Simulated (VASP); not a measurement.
# ZnS (Sphalerite): what each functional gives, and what it costs, part 3 of 6

Which functional reproduces the measured band gap of ZnS (Sphalerite), and what does it cost? LASPH is on for some levels and off for others; the table marks which. The start is a cell from a database of measured crystal structures.

VASP 6.6.1, plane waves and PAW; the level of theory is named at each step.

So far, least gap on mesh and path (eV): step 2 (bands, level LDA) 1.86; step 3 (bands, level PBE) 2.10; step 4 (bands, level r2SCAN) 2.66; step 5 (bands, level TB-mBJ) 3.69; step 6 (bands, level AM05) 2.08.

**7. Bands with SCAN**

This step: SCAN; plane waves and PAW (Zn, S) (VASP 6.6.1).

SCAN adds the kinetic-energy density; it is numerically more delicate than r2SCAN.

File INCAR:

```
SYSTEM = ZnS
PREC = Accurate
ENCUT = 400
EDIFF = 1E-06
NELM = 100
ISMEAR = 0
SIGMA = 0.02
LREAL = .FALSE.
ALGO = Normal
METAGGA = SCAN
LASPH = .TRUE.
NBANDS = 21
LORBIT = 11
LWAVE = .FALSE.
LCHARG = .FALSE.
KPAR = 4
```

File POSCAR:

```
ZnS
1.0
    0.0000000000      2.7046500000      2.7046500000
    2.7046500000      0.0000000000      2.7046500000
    2.7046500000      2.7046500000      0.0000000000
Zn S
1 1
Direct
    0.0000000000      0.0000000000      0.0000000000
    0.2500000000      0.2500000000      0.2500000000
```

File KPOINTS:

```
Automatic mesh
0
Gamma
5 5 5
0 0 0
```

File KPOINTS_OPT:

```
Line mode
16
Line-mode
Reciprocal
  0.00000000   0.00000000   0.00000000 GAMMA
  0.50000000   0.00000000   0.50000000 X

  0.50000000   0.00000000   0.50000000 X
  0.50000000   0.25000000   0.75000000 W

  0.50000000   0.25000000   0.75000000 W
  0.37500000   0.37500000   0.75000000 K

  0.37500000   0.37500000   0.75000000 K
  0.00000000   0.00000000   0.00000000 GAMMA

  0.00000000   0.00000000   0.00000000 GAMMA
  0.50000000   0.50000000   0.50000000 L

  0.50000000   0.50000000   0.50000000 L
  0.62500000   0.25000000   0.62500000 U

  0.62500000   0.25000000   0.62500000 U
  0.50000000   0.25000000   0.75000000 W

  0.50000000   0.25000000   0.75000000 W
  0.50000000   0.50000000   0.50000000 L

  0.50000000   0.50000000   0.50000000 L
  0.37500000   0.37500000   0.75000000 K

  0.62500000   0.25000000   0.62500000 U
  0.50000000   0.00000000   0.50000000 X
```

The projector-augmented-wave data sets are Zn and S (PBE family, release 64).

On the command line:

```console
$ mpirun -np 4 vasp_std
```

Numbers of over 12 decimals in the logs are rounded to 6 here.

Output:

```text
[... set-up lines as in an earlier step ...]
 entering main loop
       N       E                     dE             d eps       ncg     rms          rms(c)
DAV:   1     0.748367487650E+02    0.74837E+02   -0.68498E+03   428   0.850E+02
DAV:   2    -0.203280868161E+02   -0.95165E+02   -0.87202E+02   435   0.223E+02
DAV:   3    -0.279129507459E+02   -0.75849E+01   -0.75110E+01   495   0.594E+01
DAV:   4    -0.279979588334E+02   -0.85008E-01   -0.84959E-01   470   0.633E+00
[...]
DAV:  12    -0.249791699402E+02   -0.29391E-05   -0.29790E-05   455   0.389E-02    0.140E-02
DAV:  13    -0.249791689177E+02    0.10224E-05   -0.97369E-07   486   0.882E-03    0.102E-02
DAV:  14    -0.249791687544E+02    0.16330E-06   -0.87902E-08   280   0.676E-03
   1 F= -.24979169E+02 E0= -.24979169E+02  d E =-.785101E-28
 Start KPOINTS_OPT (optional k-point list driver)
k-point batch [1-10\160]
       N       E                     dE             ncg
DAV:   1     0.435864525607E+03   -0.10994E+04      428
DAV:   2    -0.544801572247E+03   -0.98067E+03      445
DAV:   3    -0.626153848003E+03   -0.81352E+02      478
DAV:   4    -0.627041965134E+03   -0.88812E+00      495
DAV:   5    -0.627046262876E+03   -0.42977E-02      470
DAV:   6    -0.627046296830E+03   -0.33954E-04      498
DAV:   7    -0.627046297133E+03   -0.30309E-06      421
[...]
k-point batch [151-160\160]
       N       E                     dE             ncg
DAV:   1     0.341860417407E+03   -0.58373E+04      420
DAV:   2    -0.643672157326E+03   -0.98553E+03      452
DAV:   3    -0.720150901430E+03   -0.76479E+02      510
DAV:   4    -0.721011246184E+03   -0.86034E+00      475
DAV:   5    -0.721015561831E+03   -0.43156E-02      496
DAV:   6    -0.721015602970E+03   -0.41138E-04      495
DAV:   7    -0.721015603505E+03   -0.53476E-06      472
```

It took 98 s on 4 MPI ranks of Intel Xeon Platinum 8488C (Sapphire Rapids), shared host; peak memory 0.6 GiB; 5.4 min of CPU time.

OUTCAR, selected parts (step 7):

```text
  Total       -0.4652159     -0.4652159     -0.4652159     -0.0000000      0.0000000      0.0000000
  in kB      -18.8365759    -18.8365759    -18.8365759     -0.0000000      0.0000000      0.0000000
  external PRESSURE =     -18.8365759 kB  Pullay stress =       0.0000000 kB

 POSITION                                       TOTAL-FORCE (eV/Angst)
 -----------------------------------------------------------------------------------
      0.00000      0.00000      0.00000         0.000000      0.000000      0.000000
      1.35232      1.35232      1.35232        -0.000000     -0.000000     -0.000000
 -----------------------------------------------------------------------------------
    total drift:                               -0.000024     -0.000024     -0.000024

  FREE ENERGIE OF THE ION-ELECTRON SYSTEM (eV)
  ---------------------------------------------------
  free  energy   TOTEN  =       -24.9791687544 eV

  energy  without entropy=      -24.9791687544  energy(sigma->0) =      -24.97916875

[... 2 parts as in an earlier step ...]

[... 1 further part left out ...]
[key lines of the parts left out:]
E-fermi :   1.9261
```

Electronic bands along the path, in eV, zero at the valence-band top; v1 is the highest filled band, c1 the lowest empty one:

```
          point     v4     v3     v2     v1    c1    c2     c3     c4
              Γ  -5.94   0.00   0.00   0.00  2.60  6.88   6.88   6.88
0.47 of the way  -5.90  -2.37  -1.14  -1.14  4.89  5.09   8.87   8.87
              X  -5.74  -4.62  -2.27  -2.27  3.71  4.45  11.66  12.74
0.47 of the way  -5.66  -4.63  -2.52  -2.51  4.50  5.18  10.41  10.74
              W  -5.56  -4.64  -2.80  -2.78  6.03  6.55   8.44   8.68
0.53 of the way  -5.59  -4.66  -3.08  -2.18  5.10  6.43   9.10   9.64
              K  -5.61  -4.68  -3.17  -1.85  4.49  6.40   9.92  10.39
0.47 of the way  -5.90  -3.32  -1.90  -0.58  5.10  7.01   7.42   7.93
              Γ  -5.94   0.00   0.00   0.00  2.60  6.88   6.88   6.88
0.47 of the way  -5.94  -2.62  -0.43  -0.43  3.93  7.26   7.49   7.49
              L  -5.75  -5.39  -0.89  -0.89  3.76  7.38   7.38   9.35
0.47 of the way  -5.71  -5.09  -2.05  -1.23  4.82  6.65   8.30   9.26
              U  -5.61  -4.68  -3.17  -1.85  4.49  6.40   9.92  10.39
0.53 of the way  -5.59  -4.65  -3.06  -2.27  5.26  6.44   8.95   9.49
              W  -5.56  -4.64  -2.80  -2.78  6.03  6.55   8.44   8.68
0.47 of the way  -5.68  -4.91  -2.49  -1.57  5.44  6.31   8.35   9.69
              L  -5.75  -5.39  -0.89  -0.89  3.76  7.38   7.38   9.35
0.47 of the way  -5.71  -5.09  -2.05  -1.23  4.82  6.65   8.30   9.26
              K  -5.61  -4.68  -3.17  -1.85  4.49  6.40   9.92  10.39
      jump to U  -5.61  -4.68  -3.17  -1.85  4.49  6.40   9.92  10.39
0.47 of the way  -5.68  -4.63  -2.69  -2.14  4.07  5.06  10.86  11.66
              X  -5.74  -4.62  -2.27  -2.27  3.71  4.45  11.66  12.74
```

Of the projections kept (Zn, S), the largest for each band there; the rest of the weight can lie on other orbitals:

```
point       v4       v3      v2      v1       c1       c2       c3       c4
    Γ  Zn 1.00   S 0.74  S 0.74  S 0.74  Zn 0.52  Zn 0.98  Zn 0.98  Zn 0.98
    X  Zn 0.97  Zn 0.71  S 0.71  S 0.71  Zn 0.79  Zn 0.81   S 0.77  Zn 0.60
    W  Zn 0.97  Zn 0.57  S 0.71  S 0.58   S 0.58  Zn 0.55  Zn 0.77  Zn 0.78
    K  Zn 0.97  Zn 0.58  S 0.61  S 0.70  Zn 0.79  Zn 0.51   S 0.60  Zn 0.65
    Γ  Zn 1.00   S 0.74  S 0.74  S 0.74  Zn 0.52  Zn 0.98  Zn 0.98  Zn 0.98
    L  Zn 0.98   S 0.55  S 0.72  S 0.72  Zn 0.71  Zn 0.92  Zn 0.92   S 0.77
```

The gap is 2.60 eV, direct at Γ. Against LDA that is +0.74 eV; this run took 3.2 times the core time. The direct gap lies -1.25 eV from the measured 3.85 eV.

**8. Starting orbitals for the hybrid**

This step: PBE; plane waves and PAW (Zn, S) (VASP 6.6.1).

A hybrid converges badly from random orbitals, so a cheap semilocal run writes a WAVECAR on the same mesh first.

File INCAR:

```
SYSTEM = ZnS
PREC = Accurate
ENCUT = 400
EDIFF = 1E-05
NELM = 100
ISMEAR = 0
SIGMA = 0.02
LREAL = .FALSE.
ALGO = Normal
GGA = PE
NBANDS = 15
LORBIT = 11
LWAVE = .TRUE.
LCHARG = .FALSE.
KPAR = 4
```

POSCAR is that of step 7.

KPOINTS is that of step 7.

On the command line:

```console
$ mpirun -np 4 vasp_std
```

Output:

```text
[... set-up lines as in an earlier step ...]
 entering main loop
       N       E                     dE             d eps       ncg     rms          rms(c)
DAV:   1     0.775278489474E+02    0.77528E+02   -0.77343E+03   300   0.123E+03
DAV:   2    -0.242752823050E+01   -0.79955E+02   -0.76115E+02   321   0.234E+02
DAV:   3    -0.721949771877E+01   -0.47920E+01   -0.47713E+01   363   0.592E+01
DAV:   4    -0.726665786146E+01   -0.47160E-01   -0.47154E-01   349   0.626E+00
DAV:   5    -0.726727687601E+01   -0.61901E-03   -0.61901E-03   391   0.688E-01    0.682E+00
DAV:   6    -0.685441807585E+01    0.41286E+00   -0.78589E-01   441   0.319E+01    0.530E+00
DAV:   7    -0.683443271686E+01    0.19985E-01   -0.27299E-01   321   0.483E+00    0.272E+00
DAV:   8    -0.683396014356E+01    0.47257E-03   -0.56170E-03   373   0.858E-01    0.753E-01
DAV:   9    -0.683423670764E+01   -0.27656E-03   -0.13101E-03   349   0.299E-01    0.991E-02
DAV:  10    -0.683440371842E+01   -0.16701E-03   -0.18984E-04   336   0.135E-01    0.451E-02
DAV:  11    -0.683440355518E+01    0.16324E-06   -0.30485E-05   363   0.798E-02
   1 F= -.68344036E+01 E0= -.68344036E+01  d E =-.399448E-32
 writing wavefunctions
```

Elapsed: 5.6 s, on 4 MPI ranks; peak memory 0.54 GiB; 14 s of CPU time.

OUTCAR, selected parts (step 8):

```text
   k-points           NKPTS =     10   k-points in BZ     NKDIM =     10   number of bands    NBANDS=     15

   NELECT =      18.0000    total number of electrons

 E-fermi :   2.2510

 k-point     1 :       0.0000    0.0000    0.0000
  band No.  band energies     occupation
    ...
      5      -3.7497      2.00000
      6      -3.7497      2.00000
      7       2.0881      2.00000
      8       2.0881      2.00000
      9       2.0881      2.00000
     10       4.1839      0.00000
     11       8.4799      0.00000
     12       8.4799      0.00000
     13       8.4799      0.00000
     14      13.8436      0.00000
    ...

  Total        0.3345006      0.3345006      0.3345006      0.0000000     -0.0000000      0.0000000
  in kB       13.5439174     13.5439174     13.5439174      0.0000000     -0.0000000      0.0000000
  external PRESSURE =      13.5439174 kB  Pullay stress =       0.0000000 kB

 POSITION                                       TOTAL-FORCE (eV/Angst)
 -----------------------------------------------------------------------------------
      0.00000      0.00000      0.00000        -0.000000      0.000000      0.000000
      1.35232      1.35232      1.35232         0.000000     -0.000000     -0.000000
 -----------------------------------------------------------------------------------
    total drift:                                0.000001      0.000001      0.000001

  FREE ENERGIE OF THE ION-ELECTRON SYSTEM (eV)
  ---------------------------------------------------
  free  energy   TOTEN  =        -6.8344035552 eV

  energy  without entropy=       -6.8344035552  energy(sigma->0) =       -6.83440356

[... 7 parts as in an earlier step ...]

[... 9 further parts left out ...]
```

The gap is read on the k-mesh alone, so it is an upper bound where the band edges lie off the mesh.

A gap read on the k-mesh alone can miss the band edges.

This step gave:

| Quantity | Value |
| --- | --- |
| SCF cycles | 11 |
| bands | 15 |
| free energy (TOTEN) | -6.834 eV |
| Fermi energy | 2.251 eV |
| pressure | 1.354 GPa |
| gap on the k-mesh | 2.096 eV |
| least direct gap on the k-mesh | 2.096 eV |

**9. Bands with HSE06**

This step: HSE06; plane waves and PAW (Zn, S) (VASP 6.6.1).

HSE06 mixes in a quarter of exact exchange at short range, at far higher cost; in semiconductors this cures much of the gap error, while metals seldom gain.

File INCAR:

```
SYSTEM = ZnS
PREC = Accurate
ENCUT = 400
EDIFF = 1E-06
NELM = 100
ISMEAR = 0
SIGMA = 0.02
LREAL = .FALSE.
ALGO = Normal
LHFCALC = .TRUE.
AEXX = 0.25
GGA = PE
HFSCREEN = 0.2
LASPH = .TRUE.
NBANDS = 15
PRECFOCK = Fast
LORBIT = 11
LWAVE = .FALSE.
LCHARG = .FALSE.
KPAR = 4
```

POSCAR is that of step 8.

KPOINTS is that of step 8.

KPOINTS_OPT: that of step 7 with these lines changed.

```diff
@@ -1,3 +1,3 @@
 Line mode
-16
+6
 Line-mode
```

The WAVECAR or CHGCAR of an earlier step is read.

On the command line:

```console
$ mpirun -np 4 vasp_std
```

Output:

```text
[banner, memory and clock lines left out]
running    4 mpi-ranks, on    1 nodes
[...]
LDA part: xc-table for (Slater+PW92), standard interpolation
 found WAVECAR, reading the header
 POSCAR, INCAR and KPOINTS ok, starting setup
[...]
reading WAVECAR
 the WAVECAR file was read successfully
 initial charge from wavefunction
 entering main loop
       N       E                     dE             d eps       ncg     rms          rms(c)
DAV:   1    -0.840587909521E+01   -0.84059E+01   -0.53150E-01   402   0.269E+01    0.177E+00
DAV:   2    -0.838231250160E+01    0.23567E-01   -0.18001E-01   356   0.916E+00    0.723E-01
DAV:   3    -0.838347652040E+01   -0.11640E-02   -0.18822E-02   377   0.231E+00    0.488E-01
DAV:   4    -0.838345241605E+01    0.24104E-04   -0.18152E-03   349   0.522E-01    0.291E-01
[...]
DAV:   8    -0.838338537514E+01    0.34981E-05   -0.97957E-07   234   0.816E-03    0.275E-02
DAV:   9    -0.838338384102E+01    0.15341E-05   -0.43492E-07   178   0.564E-03    0.137E-02
DAV:  10    -0.838338314391E+01    0.69710E-06   -0.14181E-07   171   0.377E-03
   1 F= -.83833831E+01 E0= -.83833831E+01  d E =-.427052E-29
 Start KPOINTS_OPT (optional k-point list driver)
k-point batch [1-10\60]
       N       E                     dE             ncg
DAV:   1     0.145972801186E+03   -0.39682E+04      300
DAV:   2    -0.850886631003E+03   -0.99686E+03      349
DAV:   3    -0.917012829651E+03   -0.66126E+02      356
DAV:   4    -0.918137387640E+03   -0.11246E+01      412
DAV:   5    -0.918149732581E+03   -0.12345E-01      412
DAV:   6    -0.918149927679E+03   -0.19510E-03      405
DAV:   7    -0.918149931937E+03   -0.42579E-05      391
DAV:   8    -0.918149932031E+03   -0.94170E-07      304
[...]
k-point batch [51-60\60]
       N       E                     dE             ncg
DAV:   1     0.108169395971E+03   -0.58192E+04      300
DAV:   2    -0.890777966246E+03   -0.99895E+03      328
DAV:   3    -0.955678597704E+03   -0.64901E+02      356
DAV:   4    -0.956811230333E+03   -0.11326E+01      391
DAV:   5    -0.956823415808E+03   -0.12185E-01      398
DAV:   6    -0.956823610330E+03   -0.19452E-03      398
DAV:   7    -0.956823614454E+03   -0.41239E-05      377
DAV:   8    -0.956823614545E+03   -0.90727E-07      297
```

The job ended after 8.6 min (4 MPI ranks; peak memory 0.99 GiB).

From OUTCAR (step 9):

```text
 POSITION                                       TOTAL-FORCE (eV/Angst)
 -----------------------------------------------------------------------------------
      0.00000      0.00000      0.00000        -0.000000     -0.000000     -0.000000
      1.35232      1.35232      1.35232         0.000000      0.000000      0.000000
 -----------------------------------------------------------------------------------
    total drift:                                0.000130      0.000072      0.000063

  FREE ENERGIE OF THE ION-ELECTRON SYSTEM (eV)
  ---------------------------------------------------
  free  energy   TOTEN  =        -8.3833831439 eV

  energy  without entropy=       -8.3833831439  energy(sigma->0) =       -8.38338314

[... 1 part as in an earlier step ...]

[... 2 further parts left out ...]
[key lines of the parts left out:]
E-fermi :   1.5022
```

The k-mesh is coarse for exact exchange; levels may shift by about 0.1 eV on a finer one.

The electronic bands at the labelled points (eV, zero at the valence-band top; v1 is the highest filled band, c1 the lowest empty one):

```
          point     v4     v3     v2     v1    c1    c2     c3     c4
              Γ  -7.40   0.00   0.00   0.00  3.33  7.70   7.70   7.70
0.40 of the way  -7.38  -2.09  -0.94  -0.94  5.44  6.21   9.27   9.27
              X  -7.13  -4.98  -2.34  -2.34  4.40  5.28  12.55  13.70
0.40 of the way  -7.07  -4.93  -2.56  -2.53  5.01  5.85  11.57  12.02
              W  -6.96  -4.82  -2.96  -2.85  6.80  7.55   9.25   9.44
0.40 of the way  -6.98  -4.84  -3.17  -2.44  6.20  7.38   9.64  10.15
              K  -7.01  -4.88  -3.33  -1.91  5.24  7.30  10.77  11.29
0.40 of the way  -7.34  -3.95  -2.33  -0.76  6.14  7.99   8.19   9.04
              Γ  -7.40   0.00   0.00   0.00  3.33  7.70   7.70   7.70
0.40 of the way  -7.40  -2.28  -0.35  -0.35  4.63  7.83   8.24   8.24
              L  -7.17  -5.58  -0.91  -0.91  4.56  8.20   8.20  10.22
0.40 of the way  -7.12  -5.37  -1.88  -1.18  5.49  7.51   8.91  10.24
              U  -7.01  -4.88  -3.33  -1.91  5.24  7.30  10.77  11.29
0.40 of the way  -6.99  -4.86  -3.26  -2.18  5.72  7.33  10.12  10.62
              W  -6.96  -4.82  -2.96  -2.85  6.80  7.55   9.25   9.44
0.40 of the way  -7.05  -5.02  -2.83  -1.79  6.51  7.08   9.14  10.75
              L  -7.17  -5.58  -0.91  -0.91  4.56  8.20   8.20  10.22
0.40 of the way  -7.12  -5.37  -1.88  -1.18  5.49  7.51   8.91  10.24
              K  -7.01  -4.88  -3.33  -1.91  5.24  7.30  10.77  11.29
      jump to U  -7.01  -4.88  -3.33  -1.91  5.24  7.30  10.77  11.29
0.40 of the way  -7.06  -4.93  -2.88  -2.18  4.85  6.08  11.61  12.39
              X  -7.13  -4.98  -2.34  -2.34  4.40  5.28  12.55  13.70
```

Of the projections kept (Zn, S), the largest for each band there; the rest of the weight can lie on other orbitals:

```
point       v4       v3      v2      v1       c1       c2       c3       c4
    Γ  Zn 1.00   S 0.78  S 0.78  S 0.78  Zn 0.50  Zn 0.98  Zn 0.98  Zn 0.98
    X  Zn 0.96  Zn 0.58  S 0.74  S 0.74  Zn 0.78  Zn 0.83   S 0.77  Zn 0.59
    W  Zn 0.96  Zn 0.51  S 0.66  S 0.73   S 0.59  Zn 0.56  Zn 0.76  Zn 0.75
    K  Zn 0.96  Zn 0.52  S 0.68  S 0.74  Zn 0.79  Zn 0.52   S 0.61  Zn 0.64
    Γ  Zn 1.00   S 0.78  S 0.78  S 0.78  Zn 0.50  Zn 0.98  Zn 0.98  Zn 0.98
    L  Zn 0.98   S 0.57  S 0.76  S 0.76  Zn 0.71  Zn 0.92  Zn 0.92   S 0.78
```

The gap is 3.33 eV, direct at Γ. Against LDA that is +1.47 eV; this run took 17 times the core time, on fewer points of the path. The direct gap lies -0.52 eV from the measured 3.85 eV.

[end of part 3 of 6]

[Lines on the potential files, build, host, timing and source positions are cut from VASP's logs without a mark.]

[Logs are printed without paths, hosts, clocks, repeated set-up lines and the standing remarks that a program may print on its own settings, such as how far it seeks lower states.]

[Hosts, paths, dates, database ids (printed as entryN), source tags and the programs' standing remarks are cut or masked in the printed files.]

[A measured line is paired with the nearest computed mode of its activity, which favours agreement.]
